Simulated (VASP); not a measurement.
LaNi, 4 atoms in the cell. It takes space group Cmcm (No. 63, orthorhombic). The conventional cell has a = 3.810 Å, b = 10.904 Å, c = 4.363 Å, α = 90.00°, β = 90.00°, γ = 90.00°. La (site symmetry m2m) is surrounded by 7 Ni at 2.95 to 3.20 Å. Ni (site symmetry m2m) is surrounded by 2 Ni at 2.70 Å and 6 La at 2.95 to 2.97 Å. The cell comes from a database or a generator and needn't be the stable form of this composition.

| Quantity | Value |
| --- | --- |
| Program | VASP 6.6.1 |
| Task | relaxation of cell and atoms |
| Functional | PBEsol |
| Potentials or basis | VASP PAW PBE potentials, release 64 (La, Ni) |
| Cutoff | 600 eV |
| k mesh | 12 × 12 × 10 |
| Occupations | gaussian, width 0.1 eV |
| Spin | no spin polarisation |
| Further INCAR settings | ALGO = Normal; EDIFF = 1e-07; IBRION = 2; EDIFFG = -0.005; NSW = 90; ISIF = 3 |

Potentials or basis: VASP PAW PBE potentials, release 64 (La, Ni).

The run is started by

```bash
$ cat potpaw_PBE.64/La/POTCAR potpaw_PBE.64/Ni/POTCAR > POTCAR
$ mpirun -np 1 vasp_std > vasp.out
```

Hardware: 1 thread of Intel(R) Xeon(R) 6975P-C (Granite Rapids), on a shared host.

**Question.** Estimate the wall time of this run.

**Answer.** Wall time 89 min on 1 thread of Intel(R) Xeon(R) 6975P-C (Granite Rapids), on a shared host, peak memory 0.93 GiB. Counts: scf iterations 184, k points 258, ion steps 19.
